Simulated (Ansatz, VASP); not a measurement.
# Cross-check of PtSe2 between VASP and Ansatz

Aim: how closely do two programs agree when they are given the same cell, functional and k mesh? Of the first pair: The structure shown is the start of the Ansatz relaxation below; VASP solves that cell, so the two are compared at the walk's first step.

Calculated with Ansatz 0.2.0; plane waves, with VASP 6.6.1 beside it; single point at LDA.

## 1. Set-up

The cell holds 3 atoms: 1 Pt and 2 Se. Its edges and angles: a = 3.650 Å, b = 3.650 Å, c = 30.460 Å, α = 90.0°, β = 90.0°, γ = 120.0°. It derives from PtSe2. Vacuum lies along c. The height across the vacuum is the one that the program set for its solve, not the one typed.

## 2. Ansatz: relaxation, LDA

Ansatz runs on its PAW soft_1 files.

The two programs are compared at the cell with which this relaxation starts, whose forces are those of its first step.

Input file input.yaml:

```yaml
crystal:
  lattice:
    - [3.65, 0.0, 0.0]
    - [-1.825, 3.16099, 0.0]
    - [0.0, 0.0, 20.0]
  atoms:
    - { symbol: Pt, position: [0.333333, 0.666667, 0.5] }
    - { symbol: Se, position: [0.666667, 0.333333, 0.58325] }
    - { symbol: Se, position: [0.666667, 0.333333, 0.41675] }
  periodic: [true, true, false]
kpoints:
  mp_grid: { grid: [6, 6, 1] }
hamiltonian:
  xc: lda
  pseudopotentials: { kind: paw, azcp: { folder: soft_1 }, xc_functional: pbe }
scf:
  occupations: { method: gaussian, width: 0.1 }
output:
  forces: true
  stress: true
  eigenvalues: true
relax:
  adjacent_minimum: "off"
  f_tol: 0.05
  max_steps: 80
  cell: { stress_2d_tol: 0.02 }
```

Command:

```sh
$ ansatz run input.yaml --threads 8 --pin off --max-ram 16384MiB --backend cpu --events-out ev --progress --plain --runs-dir out
```

Numbers of over 12 decimals in the logs are rounded to 6 here.

Log:

```text
Warning: crystal.periodic: the lattice vector that does not repeat stood 0.000° off the slab's normal, 20.000 Å along it as the deck builds it. The run solves the slab on a vector along the normal, 30.460 Å long, with every atom where it was (on the deck's vector they left 16.67 Å outside them, and the widest stretch free of ions among them is 1.67 Å). A fractional position that the run reports is one of the run's ce [...]
Warning: the atoms were moved onto the symmetric positions of the space group found under crystal.symmetry.tolerance 1.0e-5 (fractional; no operation is sought that the atoms, as they stand in a round, miss by more than twice it, and no atom is moved by as much as it), and the run uses the moved positions. Before a round's move an operation carried an atom to 4.87e-6 Å from where it should land, the largest such dist [...]
[...]
SCF iter   6: F=—  HF=-23012.449789 eV  |F-HF|=—  |Δ(HF+E_count)|=  9.82e-11  Δρ=1.26e-7  dr2=8.21e-11  ethr=1.30e-12  ⟨swp⟩=3.1  Hψ=351  notcnv=0
SCF iter   7: F=-23012.449789 eV  HF=-23012.449789 eV  |F-HF|=5.09e-11  |Δ(HF+E_count)|=  2.55e-11  Δρ=1.64e-8  dr2=1.18e-12  ethr=1.00e-12  ⟨swp⟩=13.3  Hψ=1593  notcnv=0
SCF 6 converged in 7 iterations: F = -23012.449789 eV  dr2 = 1.18e-12
relax step   6: F+E_penalty+E_count = -23012.44978854 eV  Δ(F+E_penalty+E_count) = +1.078e-3 eV  max|allowed force component| = 3.112e-3 eV/Å  Δτ_max = 0.0000 Å  P = +0.020 N/m  Ω = 325.779 Å³  fix = [c, alpha, beta]  reactions: c +0.000 N/m  stress off target by 2.01e-2 N/m on what of the cell is left free  SCF on the basis re-selected at this cell (its energy is not comparable with the rows above)  (7 SCF iters)
[...]
relax step   7: F+E_penalty+E_count = -23012.44978559 eV  Δ(F+E_penalty+E_count) = +2.944e-6 eV  max|allowed force component| = 1.015e-4 eV/Å  Δτ_max = 0.0011 Å  P = -0.000 N/m  Ω = 326.057 Å³  energy of the carried Pulay correction = -1.192e-5 eV  fix = [c, alpha, beta]  reactions: c -0.000 N/m  (6 SCF iters, dr2 threshold 5.67e-10 eV, accepted)
[...]
relax step   8: F+E_penalty+E_count = -23012.44980052 eV  Δ(F+E_penalty+E_count) = -1.493e-5 eV  max|allowed force component| = 9.247e-5 eV/Å  Δτ_max = 0.0000 Å  P = -0.000 N/m  Ω = 326.057 Å³  fix = [c, alpha, beta]  reactions: c -0.000 N/m  stress off target by 4.47e-4 N/m on what of the cell is left free  SCF on the basis re-selected at this cell (its energy is not comparable with the rows above)  (7 SCF iters)
basis re-selected at this cell: Δ(F+E_penalty+E_count) = -1.493e-5 eV, ΔP = -0.000 N/m vs the last step (what re-selecting the basis moved, of the pressure what is left beyond the Pulay correction that the steps carried, after the strain that the cell walked since its last selection, with what the two solves' SCF thresholds leave and, on support functions, any second-order correction that the steps lacked; it is no m [...]
SCF converged after 7 iterations
Free energy (F): -23012.449801 eV
Harris-Foulkes:  -23012.449801 eV  (|F-HF|=4.37e-11)
Internal energy: -23012.430550 eV  (E = F + TS)
E sigma→0 (E₀):  -23012.440175 eV
Entropy (-TS):   -0.019251 eV (-6.417 meV/atom)
Fermi energy:    -5.087214 eV
--- Per-component energies (eV) ---
  E_band       = -1868.724089
  E_kinetic    = 819.294872
  E_local      = -136835.642956  (includes V_loc(G=0)·N_el)
  E_nonlocal   = -487.438314
  E_hartree    = 67900.694683
  E_xc         = -399.577312
  E_vxc        = -450.965915  (∫ρ·V_xc dr)
  E_paw        = -13299.943765  (= ΣΔE_a)
  E_vpaw       = -715.361489  (= ΣTr[D̂ρ^β])
  E_aug_tail   = 0.000344  (compensation charges beyond the density's cutoff)
  E_ewald      = 59285.283270
  E_core_change = 4.898628  (= ΣΔE_core)
  E_smearing   = -0.019251  (= −TS)
  E_closure    = 0.000000  (closes the sum)
  Σ components = -23012.449801   (vs F -23012.449801, Δ=0.00e0)
--- Forces (eV/Å), atoms counted from 1 ---
  atom   1  Pt    -0.00000000     0.00000000     0.00000000
  atom   2  Se     0.00000000    -0.00000000     0.00009247
  atom   3  Se     0.00000000    -0.00000000    -0.00009247
  max |Σ_I F_I| component: 7.00e-17 eV/Å
--- 2D stress c σ (N/m, compression-positive) ---
       -0.000447       0.000000       0.000000
        0.000000      -0.000447       0.000000
        0.000000       0.000000       0.000000
  P = ½ c Tr σ = -0.0004 N/m
--- Band table (eV; the first three rows and the last of 7) ---
  k-point 0: bands = ["-104.2567", "-58.5512", "-58.2057", "-58.2057", "-53.7578", "-53.7578", "-53.7564", "-53.7564", "-53.7371", "-53.7371", "-53.7363", "-53.7363", "-53.7333", "-53.7255", "-20.4529", "-18.8037", "-11.7446", "-10.1069", "-10.1069", "-9.5118", "-9.5118", "-7.7160", "-6.8513", "-4.2526", "-4.2526", "-3.9990", "-3.9990", "-2.1540", "-0.4651", "-0.4306"]
  k-point 1: bands = ["-104.2565", "-58.5508", "-58.2111", "-58.2072", "-53.7574", "-53.7574", "-53.7567", "-53.7561", "-53.7374", "-53.7369", "-53.7363", "-53.7361", "-53.7330", "-53.7253", "-20.1659", "-18.6711", "-11.4321", "-10.5295", "-9.8132", "-9.8128", "-9.7614", "-8.0347", "-6.5888", "-5.1326", "-5.1159", "-4.6227", "-4.0083", "-0.8933 (-0.8933°)", "-0.0033", "0.0626"]
  k-point 2: bands = ["-104.2563", "-58.5500", "-58.2221", "-58.2102", "-53.7574", "-53.7566", "-53.7565", "-53.7556", "-53.7380", "-53.7365", "-53.7364", "-53.7358", "-53.7325", "-53.7250", "-19.5011", "-18.3775", "-11.6348", "-10.5256", "-10.3407", "-10.1903", "-9.0529", "-8.5772", "-7.4546", "-6.1848", "-5.8053", "-4.5292", "-3.6265", "-1.0816", "0.4844", "1.1220"]
  k-point 6: bands = ["-104.2561", "-58.5494", "-58.2217", "-58.2210", "-53.7569", "-53.7566", "-53.7564", "-53.7552", "-53.7386", "-53.7368", "-53.7361", "-53.7352", "-53.7322", "-53.7247", "-18.9152", "-18.1162", "-11.5208", "-11.4049", "-10.0818", "-10.0749", "-8.8126", "-8.7381", "-8.2335", "-7.9906", "-5.6334", "-4.6415", "-3.6751", "-0.5789", "-0.1826", "2.8542"]
  ° read free of the cell's end (the report's vacuum.weakly_bound_levels)
--- Relaxed structure (6 steps of the walk, 6 accepted, 2 SCFs on fresh bases) ---
  F+E_penalty+E_count = -23012.44980052 eV   max|allowed force component| = 9.247e-5 eV/Å   (the final SCF, on the basis selected at the relaxed cell)
  cell:  # Å, volume = 326.0566 Å³
    - [3.515736, 0, 0.0]
    - [-1.757868, 3.044716, 0.0]
    - [0.0, 0.0, 30.46]
  atoms:
    - { symbol: Pt, position: [0.333333, 0.666667, 0.328299] }
    - { symbol: Se, position: [0.666667, 0.333333, 0.377107] }
    - { symbol: Se, position: [0.666667, 0.333333, 0.279492] }
```

Reading the cycles: dr2 is the Hartree energy of the density residual (eV), the measure of convergence; HF is the Harris–Foulkes estimate of the energy, which meets the free energy F at convergence.

## 3. VASP: single point, LDA, start cell, pair 1

The same cell, functional (in two slightly different forms), mesh and smearing now go to VASP, with its own data sets.

Lines of VASP's logs that name or quote its potential files are left out, and so is its time.

Input file INCAR:

```
SYSTEM = PtSe2
PREC = Accurate
ENCUT = 400
EDIFF = 1E-06
NELM = 120
ISMEAR = 0
SIGMA = 0.1
LREAL = .FALSE.
ALGO = Normal
GGA = PW92
NBANDS = 17
LASPH = .TRUE.
LORBIT = 11
LWAVE = .FALSE.
LCHARG = .FALSE.
ISIF = 2
LDIPOL = .TRUE.
IDIPOL = 3
DIPOL = 0.5 0.5 0.328
LVHAR = .TRUE.
GGA_COMPAT = .FALSE.
NELMDL = -8
KPAR = 2
```

Input file POSCAR:

```
PtSe2
1.0
    3.6499980000      0.0000000000      0.0000000000
   -1.8249990000      3.1609910000      0.0000000000
    0.0000000000      0.0000000000     30.4600000000
Pt Se
1 2
Direct
    0.3333334388      0.6666668776      0.3282994091
    0.6666667721      0.3333335443      0.3829612607
    0.6666667721      0.3333335443      0.2736375575
```

Input file KPOINTS:

```
Automatic mesh
0
Gamma
6 6 1
0 0 0
```

Potentials, in the order of the species: Pt and Se (LDA family, release 64).

Command:

```sh
$ mpirun -np 2 vasp_std
```

Log:

```text
[banner, memory and clock lines left out]
running    2 mpi-ranks, on    1 nodes
 distrk:  each k-point on    1 cores,    2 groups
 distr:  one band on    1 cores,    1 groups

 POSCAR found type information on POSCAR PtSe
 POSCAR found :  2 types and       3 ions
|                                                                             |
|               ----> ADVICE to this user running VASP <----                  |
|                                                                             |
|     You enforced a specific xc type in the INCAR file but a different       |
|     [... a line on the potential file left out ...]
|     I HOPE YOU KNOW WHAT YOU ARE DOING!                                     |
|                                                                             |

 LDA part: xc-table for (Slater(with rela. corr.)+PW92), standard interpolation
 POSCAR, INCAR and KPOINTS ok, starting setup
 FFT: planning ... GRIDC
 FFT: planning ... GRID_SOFT
 FFT: planning ... GRID
 WAVECAR not read
 entering main loop
       N       E                     dE             d eps       ncg     rms          rms(c)
DAV:   1     0.151691962723E+03    0.15169E+03   -0.59317E+03   238   0.729E+02
DAV:   2     0.244105202606E+01   -0.14925E+03   -0.14151E+03   378   0.147E+02
DAV:   3    -0.151027554123E+02   -0.17544E+02   -0.17399E+02   302   0.640E+01
DAV:   4    -0.154049893995E+02   -0.30223E+00   -0.30160E+00   280   0.995E+00
DAV:   5    -0.154097301561E+02   -0.47408E-02   -0.47397E-02   321   0.122E+00
DAV:   6    -0.154098685984E+02   -0.13844E-03   -0.13844E-03   306   0.203E-01
DAV:   7    -0.154098755490E+02   -0.69506E-05   -0.69506E-05   354   0.413E-02
DAV:   8    -0.154098757337E+02   -0.18465E-06   -0.18449E-06   298   0.510E-03    0.968E+00
DAV:   9    -0.151037501920E+02    0.30613E+00   -0.35584E+00   280   0.165E+01    0.691E+00
DAV:  10    -0.148344423305E+02    0.26931E+00   -0.15362E+00   273   0.117E+01    0.306E+00
DAV:  11    -0.147706087214E+02    0.63834E-01   -0.16083E-01   268   0.350E+00    0.475E-01
DAV:  12    -0.147698198057E+02    0.78892E-03   -0.13598E-02   301   0.820E-01    0.264E-01
DAV:  13    -0.147694485797E+02    0.37123E-03   -0.35639E-03   300   0.426E-01    0.112E-01
DAV:  14    -0.147694565859E+02   -0.80062E-05   -0.13491E-04   279   0.775E-02    0.289E-02
DAV:  15    -0.147694901562E+02   -0.33570E-04   -0.28413E-05   280   0.363E-02    0.211E-02
DAV:  16    -0.147695361164E+02   -0.45960E-04   -0.13870E-05   273   0.177E-02    0.513E-03
DAV:  17    -0.147695837675E+02   -0.47651E-04   -0.39051E-06   251   0.727E-03    0.315E-03
DAV:  18    -0.147696575535E+02   -0.73786E-04   -0.16224E-05   258   0.121E-02    0.263E-03
DAV:  19    -0.147696803500E+02   -0.22797E-04   -0.16085E-06   237   0.384E-03    0.102E-03
DAV:  20    -0.147696947751E+02   -0.14425E-04   -0.61049E-07   228   0.270E-03    0.765E-04
DAV:  21    -0.147697013818E+02   -0.66067E-05   -0.20368E-07   237   0.119E-03    0.397E-04
DAV:  22    -0.147697040004E+02   -0.26186E-05   -0.90593E-08   227   0.787E-04    0.167E-04
DAV:  23    -0.147697053006E+02   -0.13002E-05   -0.25610E-08   243   0.558E-04    0.178E-04
DAV:  24    -0.147697057474E+02   -0.44681E-06   -0.55482E-09   230   0.411E-04
   1 F= -.14769706E+02 E0= -.14760804E+02  d E =-.178026E-01
```

OUTCAR, selected parts (step 3):

```text
ion  position               nearest neighbor table
   1  0.333  0.667  0.328-   3 2.69   2 2.69   3 2.69   2 2.69   3 2.69   2 2.69
   2  0.667  0.333  0.383-   1 2.69   1 2.69   1 2.69
   3  0.667  0.333  0.274-   1 2.69   1 2.69   1 2.69

  LATTYP: Found a hexagonal cell.
 ALAT       =     3.6499980000
 C/A-ratio  =     8.3452100522

 Subroutine GETGRP returns: Found 12 space group operations
 (whereof  6 operations were pure point group operations)

The static configuration has the point symmetry C_3v.
 The point group associated with its full space group is D_3h.

 Found      7 irreducible k-points:

   k-points           NKPTS =      7   k-points in BZ     NKDIM =      7   number of bands    NBANDS=     17

   dimension x,y,z NGX =    24 NGY =   24 NGZ =  200
   dimension x,y,z NGXF=    48 NGYF=   48 NGZF=  400

   ENCUT  =  400.0 eV  29.40 Ry    5.42 a.u.   5.95  5.95 49.67*2*pi/ulx,y,z

   NELECT =      22.0000    total number of electrons

 k-points in reciprocal lattice and weights: Automatic mesh
   0.00000000  0.00000000  0.00000000       0.028
   0.16666667  0.00000000  0.00000000       0.167
   0.33333333  0.00000000  0.00000000       0.167
   0.50000000 -0.00000000  0.00000000       0.083
   0.16666667  0.16666667  0.00000000       0.167
   0.33333333  0.16666667  0.00000000       0.333
   0.33333333  0.33333333  0.00000000       0.056

 dipolmoment           0.000000      0.000000      0.000001 electrons x Angstroem

 average (electrostatic) potential at core
       1 -77.4081       2 -68.3677       3 -68.3677

 E-fermi :  -3.3756

 k-point     1 :       0.0000    0.0000    0.0000
  band No.  band energies     occupation
    ...
      5      -6.9671      2.00000
      6      -6.7320      2.00000
      7      -6.7320      2.00000
      8      -5.7146      2.00000
      9      -5.0721      2.00000
     10      -2.6193      0.00000
     11      -2.6193      0.00000
     12      -2.5005      0.00000
     13      -2.5005      0.00000
     14      -0.6370      0.00000
    ...

 k-point     2 :       0.1667    0.0000    0.0000
  band No.  band energies     occupation
    ...
      7      -6.7381      2.00000
      8      -5.9006      2.00000
      9      -4.8140      2.00000
     10      -3.4269      1.53163
     11      -3.3923      1.18653
     12      -2.9391      0.00000
     13      -2.4837      0.00000
     14       0.4236      0.00000
     15       1.8870      0.00000
     16       1.9866      0.00000
    ...

 k-point     3 :       0.3333    0.0000    0.0000
  band No.  band energies     occupation
    ...
      7      -6.1542      2.00000
      8      -6.0852      2.00000
      9      -5.5439      2.00000
     10      -4.1442      2.00000
     11      -3.7973      2.00000
     12      -3.0106      0.00000
     13      -2.2808      0.00000
     14       0.3374      0.00000
     15       2.0784      0.00000
     16       2.9352      0.00000
    ...

  Total       -6.0682026     -6.0682026     -7.5187922      0.0000000      0.0000000     -0.0000000
  in kB      -27.6646301    -27.6646303    -34.2777950      0.0000000      0.0000000     -0.0000000
  external PRESSURE =     -29.8690185 kB  Pullay stress =       0.0000000 kB

  energy-cutoff  :      400.00
  volume of cell :      351.44
      direct lattice vectors                 reciprocal lattice vectors
     3.649998000  0.000000000  0.000000000     0.273972753  0.158178242  0.000000000
    -1.824999000  3.160991000  0.000000000     0.000000000  0.316356484  0.000000000
     0.000000000  0.000000000 30.460000000     0.000000000  0.000000000  0.032829941

 POSITION                                       TOTAL-FORCE (eV/Angst)
 -----------------------------------------------------------------------------------
     -0.00000      2.10733     10.00000         0.000000      0.000000      0.000000
      1.82500      1.05366     11.66500        -0.000000     -0.000000     -2.250311
      1.82500      1.05366      8.33500        -0.000000      0.000000      2.250311
 -----------------------------------------------------------------------------------
    total drift:                               -0.000000     -0.000673      0.000009

  FREE ENERGIE OF THE ION-ELECTRON SYSTEM (eV)
  ---------------------------------------------------
  free  energy   TOTEN  =       -14.7697057474 eV

  energy  without entropy=      -14.7519031367  energy(sigma->0) =      -14.76080444

 vacuum level on the upper side and lower side of the slab         1.946         1.946

 total charge
# of ion       s       p       d       tot
------------------------------------------
    1        0.568   0.450   7.985   9.003
    2        1.504   2.105   0.037   3.646
    3        1.504   2.105   0.037   3.646
--------------------------------------------------
tot          3.576   4.660   8.060  16.296

[... 3 further parts left out ...]
```

The run ends at a pressure of -2.99 GPa, with forces up to 2.3 eV/Å.

## 4. Differences

Known differences besides the potentials themselves: Ansatz cuts the interaction across the vacuum, VASP repeats the sheet with a dipole correction; the data sets hold 50 valence electrons in Ansatz (on its PAW soft_1 files) and 22 in VASP; VASP's log shows a relativistic correction to its local exchange, Ansatz's none; Ansatz takes its cutoff from its data sets, VASP runs at 400 eV. Total energies have different zeros and are not compared.

Forces (eV/Å; atoms numbered as in POSCAR):

```tsv
atom	Ansatz x, y, z	VASP x, y, z
Pt1	0.000, 0.000, 0.000	0.000, 0.000, 0.000
Se2	0.000, 0.000, -2.271	0.000, 0.000, -2.250
Se3	0.000, 0.000, 2.271	0.000, 0.000, 2.250
```

The forces differ by 9.5 meV/Å r.m.s., which is 0.9 % of the r.m.s. force of 1.061 eV/Å (both taken over all components). With vacuum in the cell, a pressure given here is an average over mostly empty space and none of the material.

## 5. Ansatz: relaxation, LDA

This run makes the geometry at which the two programs are then compared.

The structure compared here is the end of the Ansatz relaxation.

input.yaml is that of step 2.

Command:

```sh
$ ansatz run input.yaml --threads 8 --pin off --max-ram 16384MiB --backend cpu --events-out ev --progress --plain --runs-dir out
```

Log:

```text
[...]
SCF iter   6: F=—  HF=-23012.449789 eV  |F-HF|=—  |Δ(HF+E_count)|=  9.82e-11  Δρ=1.26e-7  dr2=8.21e-11  ethr=1.30e-12  ⟨swp⟩=3.1  Hψ=351  notcnv=0
SCF iter   7: F=-23012.449789 eV  HF=-23012.449789 eV  |F-HF|=5.09e-11  |Δ(HF+E_count)|=  2.55e-11  Δρ=1.64e-8  dr2=1.18e-12  ethr=1.00e-12  ⟨swp⟩=13.3  Hψ=1593  notcnv=0
[...]
° read free of the cell's end (the report's vacuum.weakly_bound_levels)
--- Relaxed structure (6 steps of the walk, 6 accepted, 2 SCFs on fresh bases) ---
[...]
cell:  # Å, volume = 326.0566 Å³
    - [3.515736, 0, 0.0]
    - [-1.757868, 3.044716, 0.0]
    - [0.0, 0.0, 30.46]
  atoms:
    - { symbol: Pt, position: [0.333333, 0.666667, 0.328299] }
    - { symbol: Se, position: [0.666667, 0.333333, 0.377107] }
    - { symbol: Se, position: [0.666667, 0.333333, 0.279492] }
[key lines of the parts left out:]
SCF converged after 7 iterations
Free energy (F): -23012.449801 eV
Fermi energy:    -5.087214 eV
P = ½ c Tr σ = -0.0004 N/m
```

[end of part 1 of 2]

[Lines on the potential files, build, host, timing and source positions are cut from VASP's logs without a mark.]

[Logs are printed without paths, hosts, clocks, repeated set-up lines and the standing remarks that a program may print on its own settings, such as how far it seeks lower states.]

[Hosts, paths, dates, database ids (printed as entryN), source tags and the programs' standing remarks are cut or masked in the printed files.]
